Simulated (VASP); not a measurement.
```
CELL_PARAMETERS angstrom
     -1.63000     1.63000     1.63000
      1.63000    -1.63000     1.63000
      1.63000     1.63000    -1.63000
ATOMIC_POSITIONS crystal
  Ta 0.00000 0.00000 0.00000
```

Level of theory: LDA (Ceperley-Alder, Perdew-Zunger), VASP's LDA PAW potentials (set 64) (plane waves; VASP). Run with 520 eV cut-off, Gaussian smearing of 0.050 eV, potentials Ta_pv.

Question: Give the energies of bands 4 to 8 at the high-symmetry points, in eV from the Fermi level.

Answer: 
| band | Γ | H | N | P |
|---|---|---|---|---|
| 4 | -7.97 | -4.04 | -4.53 | -1.21 |
| 5 | 0.68 | -4.04 | -1.69 | -1.21 |
| 6 | 0.68 | 7.12 | 1.94 | -1.21 |
| 7 | 0.68 | 7.12 | 3.99 | 5.23 |
| 8 | 4.08 | 7.12 | 5.05 | 5.23 |

It has no gap at this level: it comes out as a metal or semimetal.

The compound is Ta in the bcc structure. It was relaxed first.
